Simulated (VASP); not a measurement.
Given:

```
ZnP2Si
1.0
   -2.65634     2.65634     5.18090
    2.65634    -2.65634     5.18090
    2.65634     2.65634    -5.18090
Zn Si P
2 2 4
Cartesian
  2.65634   2.65634   5.18090
  0.00000   2.65634   2.59045
  2.65634   2.65634   0.00000
  2.65634   0.00000   2.59045
  1.25705   1.32817   6.47613
  1.32817  -1.25705   3.88568
  1.39929   1.32817   1.29523
  1.32817   3.91339  -1.29523
```

Level of theory: LDA (Ceperley-Alder, Perdew-Zunger), VASP's LDA PAW potentials (set 64) (plane waves; VASP). Settings: 400 eV cut-off, 7×7×7 Γ-centred mesh, tetrahedra with Blöchl corrections, potentials Zn Si P.

The cores are frozen, which limits the accuracy of field gradients.

Task: Give the principal components of the electric field gradient (V/Å²) and the asymmetry η at each nucleus.

Result: 
```
atom   Vxx   Vyy    Vzz     η
----  ----  ----  -----  ----
Zn1   -5.4  -5.3   10.7  0.00
Zn2   -5.4  -5.3   10.7  0.00
Si3    0.0   0.0    0.0     -
Si4    0.0   0.0    0.0     -
P5    45.1   2.9  -48.0  0.88
P6    45.1   2.9  -48.0  0.88
P7    45.1   2.9  -48.0  0.88
P8    45.1   2.9  -48.0  0.88
```

The compound is ZnSiP2 in the chalcopyrite structure. It was relaxed first.
